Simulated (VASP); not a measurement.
The system is ScAl3N4.

```xyz
16
Lattice="6.3740 0.0000 0.0000 -3.1870 5.5200 0.0000 0.0000 0.0000 4.9570" Properties=species:S:1:pos:R:3 pbc="T T T"
Sc    0.0000    1.8400    0.0000
Sc    3.1870    3.6800    2.4785
Al   -1.5935    4.6000    0.0000
Al    3.1870    1.8400    0.0000
Al    1.5935    4.6000    0.0000
Al    1.5935    0.9200    2.4785
Al    0.0000    3.6800    2.4785
Al    4.7805    0.9200    2.4785
N     0.0000    1.8400    1.8936
N    -1.5935    4.6000    1.8936
N     3.1870    1.8400    1.8936
N     1.5935    4.6000    1.8936
N     1.5935    0.9200    4.3721
N     0.0000    3.6800    4.3721
N     4.7805    0.9200    4.3721
N     3.1870    3.6800    4.3721
```

The cell comes from a database or a generator and needn't be the stable form of this composition.

| Quantity | Value |
| --- | --- |
| Program | VASP 6.6.1 |
| Task | relaxation of cell and atoms |
| Functional | PBEsol |
| Potentials or basis | VASP PAW PBE potentials, release 64 (Sc_sv, Al, N) |
| Cutoff | 520 eV |
| k mesh | 4 × 4 × 5 |
| Occupations | gaussian, width 0.03 eV |
| Spin | no spin polarisation |

At the start: pressure 11.0 GPa; volume 10.90 Å³/atom.

Task: Where does the relaxation end?

Result: Over 16 steps the energy falls by 116.2 meV/atom and the volume is 11.31 Å³/atom (+3.8 %); space group P6_3mc (No. 186, to 0.05 Å).

The path:
```
step  energy change (eV)  largest force (eV/Å)  pressure (GPa)  volume (Å³)
   1              0.0000                3.9365           10.99       174.41
   2             -1.1238                1.0904          -11.46       193.95
   3             -1.6702                0.6365           -4.66       185.98
   4             -1.8423                0.1549            1.88       179.33
   5             -1.8493                0.1469            0.71       180.40
   6             -1.8569                0.0596           -0.09       181.21
   7             -1.8570                0.0585           -0.05       181.17
   8             -1.8583                0.0217           -0.11       181.19
   9             -1.8584                0.0280           -0.13       181.20
  10             -1.8593                0.0199            0.01       181.02
  11             -1.8594                0.0287            0.09       180.91
  12             -1.8596                0.0157           -0.03       181.03
  13             -1.8596                0.0111           -0.08       181.07
  14             -1.8596                0.0127           -0.07       181.06
  15             -1.8596                0.0060            0.01       180.99
  16             -1.8596                0.0039            0.00       181.00
```

Final structure:
```
Sc Al N
1.0
     6.45333    0.00000    0.00000
    -3.22666    5.58875    0.00000
     0.00000    0.00000    5.01870
Sc Al N
2 6 8
Direct
  0.16667 0.33333 0.98618
  0.83333 0.66667 0.48618
  0.17484 0.83742 0.99928
  0.66258 0.32516 0.99928
  0.66258 0.83742 0.99928
  0.33742 0.16258 0.49928
  0.33742 0.67484 0.49928
  0.82516 0.16258 0.49928
  0.16667 0.33333 0.41402
  0.18652 0.84326 0.37665
  0.65674 0.31348 0.37665
  0.65674 0.84326 0.37665
  0.34326 0.15674 0.87665
  0.34326 0.68652 0.87665
  0.81348 0.15674 0.87665
  0.83333 0.66667 0.91402
```

Caveat: the PAW data sets were made with another functional, which shifts forces and pressure a little.
